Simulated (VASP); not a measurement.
A run of VASP 6.6.1 is set up as follows.

INCAR

```
PREC     = Accurate       # precision mode
ENCUT    = 520            # plane-wave cutoff, eV
EDIFF    = 1E-6           # SCF threshold, eV
ISMEAR   = 0              # smearing method
SIGMA    = 0.02           # smearing width, eV
LREAL    = F              # projectors in reciprocal space
LASPH    = T              # aspherical terms in the spheres
NELM     = 60             # most SCF steps
ALGO     = Normal         # electronic algorithm
ISIF     = 3              # what is computed and relaxed
LWAVE    = F              # write WAVECAR
LCHARG   = F              # write CHGCAR
METAGGA  = R2SCAN         # meta-GGA
LMIXTAU  = T            
IBRION   = 2              # ionic algorithm
NSW      = 40             # ionic steps
EDIFFG   = -0.003         # ionic threshold
```

KPOINTS

```
Automatic mesh
0
Gamma
  8 8 6
```

POSCAR

```
SnO
1.0
    3.8020000000      0.0000000000      0.0000000000
    0.0000000000      3.8020000000      0.0000000000
    0.0000000000      0.0000000000      4.8360000000
Sn O
2 2
Direct
    0.0000000000      0.5000000000      0.2385000000
    0.5000000000      0.0000000000      0.7615000000
    0.0000000000      0.0000000000      0.0000000000
    0.5000000000      0.5000000000      0.0000000000
```

Potentials or basis: VASP PAW PBE potentials, release 64 (Sn_d, O).

Run with:

```console
$ cat potpaw_PBE.64/Sn_d/POTCAR potpaw_PBE.64/O/POTCAR > POTCAR
$ mpirun -np 1 vasp_std > vasp.out
```

Task: Estimate the band gap on the k mesh.

Result: 0.31 eV, indirect (least direct gap 2.36 eV).

Task: What does it give for the relaxed volume?

Result: 17.84 Å³/atom.

Task: What does it give for the space group after relaxing (to 0.05 Å)?

Result: P4/nmm (No. 129).

The path:
| step | energy change (eV) | largest force (eV/Å) | pressure (GPa) | volume (Å³) |
| --- | --- | --- | --- | --- |
| 1 | 0.0000 | 0.0178 | 0.67 | 69.91 |
| 2 | -0.0008 | 0.1418 | -0.36 | 70.65 |
| 3 | -0.0011 | 0.1001 | -0.03 | 70.40 |
| 4 | -0.0017 | 0.0352 | 0.06 | 70.57 |
| 5 | -0.0018 | 0.0154 | 0.08 | 70.70 |
| 6 | -0.0018 | 0.0013 | 0.07 | 70.67 |
| 7 | -0.0021 | 0.0030 | 0.04 | 70.83 |
| 8 | -0.0026 | 0.0192 | -0.15 | 71.29 |
| 9 | -0.0026 | 0.0232 | -0.17 | 71.41 |
| 10 | -0.0027 | 0.0431 | 0.19 | 71.32 |
| 11 | -0.0027 | 0.0126 | 0.02 | 71.36 |
| 12 | -0.0027 | 0.0084 | 0.02 | 71.36 |
| 13 | -0.0027 | 0.0062 | -0.09 | 71.39 |
| 14 | -0.0027 | 0.0083 | 0.00 | 71.37 |
| 15 | -0.0027 | 0.0123 | 0.00 | 71.36 |
| 16 | -0.0027 | 0.0113 | 0.01 | 71.36 |
| 17 | -0.0028 | 0.0007 | 0.01 | 71.37 |

Caveat: the PAW data sets were made with another functional, which shifts forces and pressure a little; spin-orbit coupling is left out, which moves the levels of the heavy elements. A k mesh can miss the band edges.
